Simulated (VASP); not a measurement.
Level of theory: PBE GGA, VASP's PBE PAW potentials (set 64) (plane waves; VASP 6.6.1).

A VASP calculation is set up with these files.

File KPOINTS:
```
kpoints
0
G
 16 16 16
0 0 0
```

POSCAR:
```
Pd
1
    0.0000000000     1.9708003378     1.9708003378
    1.9708003378     0.0000000000     1.9708003378
    1.9708003378     1.9708003378     0.0000000000
Pd
1
Direct
  0.0000000000   0.0000000000   0.0000000000
```

**INCAR**
```
SYSTEM = Pd
PREC = Accurate
ENCUT = 520
EDIFF = 1E-7
NELM = 100
ALGO = Normal
LREAL = .FALSE.
LASPH = .TRUE.
ISMEAR = 1
SIGMA = 0.1
GGA = PE
LMAXMIX = 4
LWAVE = .FALSE.
LCHARG = .FALSE.
ISIF = 2
```

POTCAR, in this order: Pd (PBE.64 set). Program: vasp_std.

Q: Estimate the energy per atom (σ→0), band gap (on the k-mesh).

A: 
energy per atom (σ→0): -5.217 eV/atom
band gap (on the k-mesh): none (metal, semimetal or under 0.01 eV)

**OSZICAR**
```
...
DAV:   6    -0.522927738363E+01    0.25320E+00   -0.12400E+00  2665   0.104E+01    0.341E+00
DAV:   7    -0.522053773730E+01    0.87396E-02   -0.55056E-03  2842   0.719E-01    0.184E+00
DAV:   8    -0.521716084614E+01    0.33769E-02   -0.10006E-03  2772   0.250E-01    0.419E-02
DAV:   9    -0.521716435527E+01   -0.35091E-05   -0.75080E-06  3261   0.312E-02    0.109E-02
DAV:  10    -0.521716806162E+01   -0.37063E-05   -0.15468E-06  2953   0.139E-02    0.218E-03
DAV:  11    -0.521716789906E+01    0.16256E-06   -0.36138E-08  2135   0.174E-03    0.419E-04
DAV:  12    -0.521716784819E+01    0.50871E-07   -0.33468E-09  1375   0.678E-04
   1 F= -.52171678E+01 E0= -.52170717E+01  d E =-.288501E-03
```

The compound is Pd in the fcc structure. It was relaxed first.
